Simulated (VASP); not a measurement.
## A VASP study of ZnAu (LDA): structure first, properties next

What structure does ZnAu take at this level, and what are its properties? The steps: relaxing cell and atoms (LDA), second relaxation, single point with fields (LDA), bands along the symmetry lines (LDA), density of states (LDA), vibrations at Γ (LDA), volume scan with LDA and fit for LDA. The start is a cell from a database of measured crystal structures.

Main program and level: VASP 6.6.1; LDA; plane waves and PAW (Zn, Au).

This is a report of a sequence of runs, with most program output left out.

## 1. The starting structure

Before any relaxation, the start is as follows. Symmetry: Pm-3m, No. 221, cubic system. The conventional cell has a = 3.147 Å, b = 3.147 Å, c = 3.147 Å, α = 90.00°, β = 90.00°, γ = 90.00°. Nearest to Zn lie 8 Au at 2.73 Å. Au has 8 Zn at 2.73 Å nearest. Farther neighbours are not listed.

## 2. Relaxing cell and atoms (LDA)

Properties are meant for the cell that this level of theory prefers, so cell and atoms are relaxed first (ISIF = 3) until forces and stress are small; EDIFFG sets the threshold. LDA, the lowest rung, knows the local density alone.

The input, INCAR:

```
SYSTEM = ZnAu
PREC = Accurate
ENCUT = 400
EDIFF = 1E-06
NELM = 100
ISMEAR = 1
SIGMA = 0.2
LREAL = .FALSE.
ALGO = Normal
GGA = CA
NBANDS = 17
LASPH = .TRUE.
LORBIT = 11
LWAVE = .FALSE.
LCHARG = .FALSE.
KPAR = 2
IBRION = 2
NSW = 60
ISIF = 3
EDIFFG = -0.01
```

The input, POSCAR:

```
ZnAu
1.0
    3.1470000000      0.0000000000      0.0000000000
    0.0000000000      3.1470000000      0.0000000000
    0.0000000000      0.0000000000      3.1470000000
Zn Au
1 1
Direct
    0.5000000000      0.5000000000      0.5000000000
    0.0000000000      0.0000000000      0.0000000000
```

The input, KPOINTS:

```
Automatic mesh
0
Gamma
6 6 6
0 0 0
```

PAW data sets: Zn and Au (LDA family, release 64).

Run with:

```
$ mpirun -np 2 vasp_std
```

It took 5 s on 2 MPI ranks of Intel Xeon 6975P-C (Granite Rapids), shared host; peak memory 0.24 GiB.

This run has no spin polarisation. Its electron count is odd, so without a moment it is a metal by construction. The k-mesh is coarse for a metal. The run keeps the 48 symmetry operations of its start, so it cannot find a distortion of lower symmetry.

The steps of the relaxation:

```csv
step,energy less that of the first step (eV),largest force (eV/Å),pressure (GPa),volume (Å³)
1,0.0000,0.0000,-6.41,31.17
2,0.0017,0.0000,7.93,28.44
3,-0.0294,0.0000,-0.03,29.77
```

```csv
"conventional cell, symmetrised",before,after,change
a (Å),3.147,3.099,-1.5 %
b (Å),3.147,3.099,-1.5 %
c (Å),3.147,3.099,-1.5 %
volume (Å³/atom),15.58,14.88,-4.5 %
```

Final coordinates:

```xyz
2
Lattice="3.0993 0.0000 0.0000 0.0000 3.0993 0.0000 0.0000 0.0000 3.0993" Properties=species:S:1:pos:R:3 pbc="T T T"
Zn    1.5496    1.5496    1.5496
Au    0.0000    0.0000    0.0000
```

Numbers from this step:

```yaml
electrons: 23
bands: 17
irreducible_k_points: 20
symmetry_operations: 48
free_energy_toten: -6.718 eV
energy_at_zero_smearing: -6.715 eV
fermi_energy: 7.587 eV
pressure: -0.03310 GPa
metallic: yes
scf_cycles_over_all_ionic_steps: 28
```

It ends with forces that vanish by symmetry and a pressure of -0.03 GPa. The volume lies -4.5 % from that of the database's start, which holds the thermal and zero-point expansion of its experiment. LDA is known to overbind.

## 3. Second relaxation

A relaxation keeps the plane waves of the cell it began with, so it is repeated from the new cell, on a basis made for it.

INCAR is that of step 2.

The input, POSCAR:

```
ZnAu
1.0
    3.0992619040      0.0000000000      0.0000000000
    0.0000000000      3.0992619040      0.0000000000
    0.0000000000      0.0000000000      3.0992619040
Zn Au
1 1
Direct
    0.5000000000      0.5000000000      0.5000000000
    0.0000000000      0.0000000000      0.0000000000
```

KPOINTS is that of step 2.

Run with:

```
$ mpirun -np 2 vasp_std
```

The job ended after 3.8 s (2 MPI ranks; peak memory 0.23 GiB; 6.5 s of CPU time).

Little changed from the start: no atom moved by 0.005 Å and no cell edge by 0.1 %.

Numbers from this step:

```yaml
free_energy_toten: -6.715 eV
energy_at_zero_smearing: -6.712 eV
fermi_energy: 7.601 eV
pressure: 0.007691 GPa
scf_cycles_over_all_ionic_steps: 23
```

It ends with forces that vanish by symmetry and a pressure of 0.01 GPa. The volume moved by only 0.10 %, so the volume is settled.

## 4. Single point with fields (LDA)

A single point on the relaxed cell gives a clean self-consistent state, with density, ELF and potential written out.

INCAR: that of step 3 with these lines changed.

```diff
@@ -14,7 +14,5 @@
 LWAVE = .FALSE.
-LCHARG = .FALSE.
-KPAR = 2
-IBRION = 2
-NSW = 60
-ISIF = 3
-EDIFFG = -0.01
+LCHARG = .TRUE.
+ISIF = 2
+LELF = .TRUE.
+LVHAR = .TRUE.
```

The input, POSCAR:

```
ZnAu
1.0
    3.0982592306      0.0000000000      0.0000000000
    0.0000000000      3.0982592306      0.0000000000
    0.0000000000      0.0000000000      3.0982592306
Zn Au
1 1
Direct
    0.5000000000      0.5000000000      0.5000000000
    0.0000000000      0.0000000000      0.0000000000
```

KPOINTS is that of step 3.

Run with:

```
$ mpirun -np 2 vasp_std
```

Wall time 2.8 s (2 MPI ranks); peak memory 0.2 GiB.

Numbers from this step:

| Quantity | Value |
| --- | --- |
| SCF cycles | 11 |
| bands | 18 |
| pressure | -0.04767 GPa |

Valence electrons inside each PAW sphere by angular momentum. Sphere charges, by row:

```csv
atom,s (e),p (e),d (e),tot (e)
Zn1,0.543,0.497,9.777,10.82
Au2,0.639,0.43,8.705,9.774
```

Electrostatic potential energy in the ac plane at fractional y = 0.000, with atoms of Au within 0.2 Å of it. With pseudopotentials it is smooth inside the atoms' cores, unlike the true potential.

Ten even steps from '_' (-69 eV) to '@' (2 eV):
```
______::==##@@@@@@@@@@##==::____
____..--++%%@@@@@@@@@@%%++--..__
::::--++##@@@@@@@@@@@@@@##++--::
====++##%%@@@@@@@@@@@@@@%%##++==
####%%@@@@@@@@@@@@@@@@@@@@@@%%##
@@@@@@@@@@@@@@@@@@@@@@@@@@@@@@@@
@@@@@@@@@@@@@@@@@@@@@@@@@@@@@@@@
@@@@@@@@@@@@@@@@@@@@@@@@@@@@@@@@
@@@@@@@@@@@@@@@@@@@@@@@@@@@@@@@@
@@@@@@@@@@@@@@@@@@@@@@@@@@@@@@@@
####%%@@@@@@@@@@@@@@@@@@@@@@%%##
====++##%%@@@@@@@@@@@@@@%%##++==
::::--++##@@@@@@@@@@@@@@##++--::
____..--++%%@@@@@@@@@@%%++--..__
______::==##@@@@@@@@@@##==::____
______::==##@@@@@@@@@@##==::____
```
Columns run along a (3.1 Å; values clipped at the 3rd and 97th percentile), rows up along c (3.1 Å). Atoms in or near the plane, at fractional coordinates: Au at (0.00, 0.00).

Valence density in the ac plane at fractional y = 0.000, with atoms of Au within 0.2 Å of it. It is the smooth field of the valence electrons, not physical close to the nuclei.

Ten even steps from '0' (0.1 e/Å³) to '9' (4.8 e/Å³):
```
9864210000012468
7653210000012356
5432100000001234
3221000000000122
1110000000000011
0000000000000000
0000000000000000
0000000000000000
0000000000000000
0000000000000000
1110000000000011
3221000000000122
5432100000001234
7653210000012356
9864210000012468
9975310000013579
```
Columns run along a (3.1 Å), rows up along c (3.1 Å). Atoms in or near the plane, at fractional coordinates: Au at (0.00, 0.00).

ELF in the ac plane at fractional y = 0.000, with atoms of Au within 0.2 Å of it. It is the smooth field of the valence electrons, not physical close to the nuclei.

Ten even steps from '0' (0.00) to '9' (0.44):
```
0002786545687200
0014786545687410
2247876555678742
6778765555567877
8887665545566788
6666555444555666
5555554444455555
4445544444445544
5555554444455555
6666555444555666
8887665545566788
6778765555567877
2247876555678742
0014786545687410
0002786545687200
9002686545686200
```
Columns run along a (3.1 Å), rows up along c (3.1 Å). Atoms in or near the plane, at fractional coordinates: Au at (0.00, 0.00).

In this run the pressure is -0.05 GPa, small enough to go on.

## 5. Bands along the symmetry lines (LDA)

The mesh alone shows little of the dispersion and can miss band extrema, so KPOINTS_OPT adds a path through the symmetry points after the self-consistent cycle.

The input, INCAR:

```
SYSTEM = ZnAu
PREC = Accurate
ENCUT = 400
EDIFF = 1E-06
NELM = 100
ISMEAR = 1
SIGMA = 0.2
LREAL = .FALSE.
ALGO = Normal
GGA = CA
NBANDS = 23
LASPH = .TRUE.
LORBIT = 11
LWAVE = .FALSE.
LCHARG = .FALSE.
KPAR = 2
```

POSCAR is that of step 4.

KPOINTS is that of step 4.

The input, KPOINTS_OPT:

```
Line mode
16
Line-mode
Reciprocal
  0.00000000   0.00000000   0.00000000 GAMMA
  0.00000000   0.50000000   0.00000000 X

  0.00000000   0.50000000   0.00000000 X
  0.50000000   0.50000000   0.00000000 M

  0.50000000   0.50000000   0.00000000 M
  0.00000000   0.00000000   0.00000000 GAMMA

  0.00000000   0.00000000   0.00000000 GAMMA
  0.50000000   0.50000000   0.50000000 R

  0.50000000   0.50000000   0.50000000 R
  0.00000000   0.50000000   0.00000000 X

  0.50000000   0.50000000   0.00000000 M
  0.50000000   0.50000000   0.50000000 R
```

Run with:

```
$ mpirun -np 2 vasp_std
```

Elapsed: 6.4 s, on 2 MPI ranks; peak memory 0.23 GiB; 12 s of CPU time.

Spin-orbit coupling is off here; with elements this heavy it splits and shifts levels by tenths of an eV or more.

Numbers from this step:

```
bands    : 23
pressure : 0.006923 GPa
```

The electronic bands at the labelled points (eV, zero at the Fermi level; # counts the bands kept):

```csv
point,#8,#9,#10,#11,#12,#13,#14,#15
Γ,-5.74,-3.95,-3.95,-3.95,4.88,4.88,4.88,9.22
0.53 of the way,-5.48,-4.73,-4.73,-4.05,0.05,7.12,7.12,10.72
X,-5.77,-5.26,-5.26,-4.14,-2.51,10.47,11.31,11.31
0.47 of the way,-5.57,-4.80,-4.22,-3.78,-2.42,5.64,5.84,10.97
M,-4.30,-4.30,-3.33,-2.30,-2.30,0.88,2.61,10.39
0.47 of the way,-5.19,-5.18,-4.73,-4.17,1.22,2.14,8.70,9.30
Γ,-5.74,-3.95,-3.95,-3.95,4.88,4.88,4.88,9.22
0.47 of the way,-5.41,-4.76,-4.76,-4.64,2.88,3.47,3.47,10.69
R,-6.90,-3.27,-3.27,1.27,3.70,3.70,3.70,3.73
0.53 of the way,-5.77,-5.05,-4.26,-1.96,-1.94,5.24,6.16,7.09
X,-5.77,-5.26,-5.26,-4.14,-2.51,10.47,11.31,11.31
jump to M,-4.30,-4.30,-3.33,-2.30,-2.30,0.88,2.61,10.39
0.47 of the way,-5.84,-4.61,-3.30,0.15,0.15,1.18,2.13,7.74
R,-6.90,-3.27,-3.27,1.27,3.70,3.70,3.70,3.73
```

Of the projections kept (Zn, Au), the largest for each band there; the rest of the weight can lie on other orbitals:

```csv
point,#8,#9,#10,#11,#12,#13,#14,#15
Γ,Au 0.73,Au 0.93,Au 0.93,Au 0.93,Zn 0.58,Zn 0.58,Zn 0.58,Zn 0.55
X,Zn 0.82,Au 0.96,Au 0.96,Au 1.00,Au 0.96,Zn 1.00,Au 0.66,Au 0.66
M,Au 0.83,Au 0.83,Au 1.00,Zn 0.50,Zn 0.50,Au 0.86,Zn 0.54,Zn 1.00
Γ,Au 0.73,Au 0.93,Au 0.93,Au 0.93,Zn 0.58,Zn 0.58,Zn 0.58,Zn 0.55
R,Au 0.89,Au 1.00,Au 1.00,Zn 1.00,Au 0.72,Au 0.72,Au 0.72,Au 1.00
X,Zn 0.82,Au 0.96,Au 0.96,Au 1.00,Au 0.96,Zn 1.00,Au 0.66,Au 0.66
```

There is no gap at this level.

## 6. Density of states (LDA)

Here the states are counted by energy and projected on the atoms. The mesh is finer than in the run before.

INCAR: that of step 5 with these lines changed.

```diff
@@ -5,3 +5,3 @@
 NELM = 100
-ISMEAR = 1
+ISMEAR = -5
 SIGMA = 0.2
@@ -16 +16,2 @@
 KPAR = 2
+NEDOS = 2001
```

POSCAR is that of step 5.

The input, KPOINTS:

```
Automatic mesh
0
Gamma
9 9 9
0 0 0
```

Run with:

```
$ mpirun -np 2 vasp_std
```

Run time: 4 s. Hardware: 2 MPI ranks; peak memory 0.23 GiB; 6.9 s of CPU time.

With tetrahedra the forces and stress of a metal are not exact derivatives of the energy.

This step gave:

```yaml
irreducible_k_points: 35
free_energy_toten: -6.760 eV
fermi_energy: 7.511 eV
pressure: -0.03760 GPa
dos_at_the_fermi_level: 0.5354 states/eV/cell
```

The density of states has structure finer than the step of the table below, so its rows give means over 1 eV, whole bins alone (the curve runs from -12.0 to 7.92 eV). Peaks (eV: height): total -8.0: 14.5, -5.7: 5.57, -4.8: 4.81, -4.0: 5.81; Au d -6.7: 1.42, -5.7: 3.67, -4.8: 3.78, -4.0: 4.91; Zn d -7.9: 12.3; Au s -8.3: 0.294, -6.8: 0.0746, -5.7: 0.119, 1.9: 0.146; Zn p -5.7: 0.171, -4.8: 0.126, -1.2: 0.0835, 7.0: 0.248.

States under -12.0 eV and over 7.9 eV are left out. Table of density of states by energy, zero at the Fermi level; means over each step; values in states/eV/cell:

```csv
energy (eV),total,Au d,Zn d,Au s,Zn p,Zn s
-11,0.0404,9.3e-5,8.9e-5,0.0128,4.0e-4,0.0105
-10,0.194,0.00344,0.00585,0.0558,0.00465,0.0453
-9,0.798,0.0701,0.296,0.123,0.0173,0.0878
-8,8.80,0.687,7.26,0.0908,0.0380,0.104
-7,2.15,0.399,1.27,0.0480,0.0425,0.125
-6,2.56,1.63,0.387,0.0489,0.0916,0.0425
-5,3.46,2.66,0.279,0.0248,0.0877,0.0171
-4,2.95,2.41,0.201,0.0327,0.0367,0.0222
-3,0.575,0.331,0.0309,0.0344,0.0315,0.0139
-2,0.504,0.213,0.0225,0.0619,0.0423,0.0183
-1,0.626,0.205,0.0256,0.0608,0.0716,0.0303
0,0.509,0.134,0.0221,0.0429,0.0635,0.0380
1,0.400,0.0847,0.0162,0.0352,0.0482,0.0534
2,0.548,0.0901,0.0292,0.0916,0.0499,0.0840
3,0.777,0.121,0.0378,0.103,0.0732,0.150
4,0.709,0.0985,0.0340,0.0735,0.0915,0.114
5,0.735,0.0916,0.0353,0.0591,0.132,0.0780
6,0.715,0.0866,0.0339,0.0565,0.156,0.0468
7,0.853,0.109,0.0470,0.0559,0.202,0.0390
```

The finer mesh and the other smearing move the Fermi level by -0.09 eV from the 6×6×6 run, one measure of the sampling error in the zero of the bands above. Of the states within 0.3 eV of the Fermi level, the largest shares in the PAW spheres are Au d 26 %, Zn p 13 % and Au s 8 %. The rest lies in smaller channels or between the spheres.

## 7. Vibrations at Γ (LDA)

Zone-centre modes test whether the atoms sit at a minimum within this cell. IBRION = 8 takes the force constants from linear response, which needs tightly converged orbitals.

The input, INCAR:

```
SYSTEM = ZnAu
PREC = Accurate
ENCUT = 400
EDIFF = 1E-08
NELM = 100
ISMEAR = 1
SIGMA = 0.2
LREAL = .FALSE.
ALGO = Normal
GGA = CA
NBANDS = 17
LASPH = .TRUE.
LORBIT = 11
LWAVE = .FALSE.
LCHARG = .FALSE.
KPAR = 2
IBRION = 8
ISIF = 2
```

POSCAR is that of step 6.

The input, KPOINTS:

```
Automatic mesh
0
Gamma
12 12 12
0 0 0
```

Run with:

```
$ mpirun -np 2 vasp_std
```

The job ended after 39 s (2 MPI ranks; peak memory 0.53 GiB; 75 s of CPU time).

Energies printed during the response cycles are not total energies of the cell.

This step gave:

```yaml
bands: 17
irreducible_k_points: 84
pressure_of_the_cell: 0.05326 GPa
largest_force_of_the_cell: 0 eV/Å
fermi_energy: 7.538 eV
```

The modes at Γ (shares of kinetic energy by element, %):

```csv
mode,frequency (cm⁻¹),symmetry,Zn %,Au %
1,-0.8,acoustic,24,76
2,-0.8,acoustic,24,76
3,-0.8,acoustic,24,76
4,151.2,T1u,76,24
5,151.2,T1u,76,24
6,151.2,T1u,76,24
```

Displacements in mode 6 (151.2 cm⁻¹), the largest set to 1:
```
Zn1  0.00  0.29  1.00
Au2  0.00 -0.09 -0.33
```

The three acoustic modes lie within 0.8 cm⁻¹ of zero, and all others are real. By the characters of their eigenvectors the optical modes sort into (cm⁻¹) infrared active: T1u 151.

## 8. Volume scan with LDA, volume scale 0.94

An equation of state needs energies on both sides of the minimum, all on one mesh and cutoff.

INCAR: that of step 7 with these lines changed.

```diff
@@ -3,3 +3,3 @@
 ENCUT = 400
-EDIFF = 1E-08
+EDIFF = 1E-06
 NELM = 100
@@ -16,3 +16,2 @@
 KPAR = 2
-IBRION = 8
 ISIF = 2
```

The input, POSCAR:

```
ZnAu
1.0
    3.0350117035      0.0000000000      0.0000000000
    0.0000000000      3.0350117035      0.0000000000
    0.0000000000      0.0000000000      3.0350117035
Zn Au
1 1
Direct
    0.5000000000      0.5000000000      0.5000000000
    0.0000000000      0.0000000000      0.0000000000
```

The input, KPOINTS:

```
Automatic mesh
0
Gamma
6 6 6
0 0 0
```

Run with:

```
$ mpirun -np 2 vasp_std
```

The job ended after 2.4 s (2 MPI ranks; peak memory 0.22 GiB; 3.5 s of CPU time).

The scan keeps the cell's shape and the fractional positions fixed.

This step gave:

* irreducible k-points: 20
* free energy (TOTEN): -6.652 eV
* energy at zero smearing: -6.651 eV
* Fermi energy: 8.488 eV
* pressure: 11.33 GPa

The pressure here is 11.33 GPa.

## 9. Volume scan with LDA, volume scale 0.96

INCAR is that of step 8.

The input, POSCAR:

```
ZnAu
1.0
    3.0563857296      0.0000000000      0.0000000000
    0.0000000000      3.0563857296      0.0000000000
    0.0000000000      0.0000000000      3.0563857296
Zn Au
1 1
Direct
    0.5000000000      0.5000000000      0.5000000000
    0.0000000000      0.0000000000      0.0000000000
```

KPOINTS is that of step 8.

Run with:

```
$ mpirun -np 2 vasp_std
```

Elapsed: 2 s, on 2 MPI ranks; peak memory 0.22 GiB; 2.9 s of CPU time.

[end of part 1 of 2]

[Lines on the potential files, build, host, timing and source positions are cut from VASP's logs without a mark.]

[Logs are printed without paths, hosts, clocks, repeated set-up lines and the standing remarks that a program may print on its own settings, such as how far it seeks lower states.]

[Hosts, paths, dates, database ids (printed as entryN), source tags and the programs' standing remarks are cut or masked in the printed files.]

[A measured line is paired with the nearest computed mode of its activity, which favours agreement.]
